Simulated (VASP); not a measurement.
YZn2B2, 5 atoms in the cell. The cell holds a amorphous, 5 atoms: a = 4.445 Å, b = 3.978 Å, c = 4.086 Å, α = 98.83°, β = 94.94°, γ = 87.88°. The cell was built by a generator and needn't be a form met in nature.

```yaml
Program: VASP 6.6.1
Task: single point
Functional: PBE
Potentials_or_basis: VASP PAW PBE potentials, release 64 (Zn, Y_sv, B)
Cutoff: 520 eV
k_mesh: 3 × 4 × 4
Occupations: gaussian, width 0.1 eV
Spin: no spin polarisation
Dipole_correction: no
Further_INCAR_settings: ALGO = Fast; EDIFF = 1e-06; NBANDS = 28
```

Potentials or basis: VASP PAW PBE potentials, release 64 (Zn, Y_sv, B).

Run with:

```bash
$ cat potpaw_PBE.64/Zn/POTCAR potpaw_PBE.64/Y_sv/POTCAR potpaw_PBE.64/B/POTCAR > POTCAR
$ mpirun -np 1 vasp_std > vasp.out
```

Hardware: 1 thread of Intel(R) Xeon(R) Platinum 8559C (Emerald Rapids), on a shared host.

Question: How long does it take, and how much memory?

Answer: It took 80 s on 1 thread of Intel(R) Xeon(R) Platinum 8559C (Emerald Rapids), with other jobs on the host, peak memory 0.22 GiB. Counts: scf iterations 21, k points 26.
